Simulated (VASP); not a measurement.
Input:

```
NiSi2
1.0
    0.00000     2.69506     2.69506
    2.69506     0.00000     2.69506
    2.69506     2.69506     0.00000
Si Ni
2 1
Direct
  0.25000   0.25000   0.25000
  0.75000   0.75000   0.75000
  0.00000   0.00000   0.00000
```

All values below come from PBE GGA with D4 dispersion, VASP's PBE PAW potentials (set 64) (plane waves; VASP). Run with 520 eV cut-off, Gaussian smearing of 0.050 eV, potentials Si Ni.

What does the run give for the band gap (along the path) with the smallest direct gap where there is one?

```json
{
  "band gap (along the path)": "none (metal, semimetal or under 0.01 eV)"
}
```

The compound is NiSi2 in the fluorite structure. It was relaxed first. The run is not spin-polarised, so no magnetic state was tried.
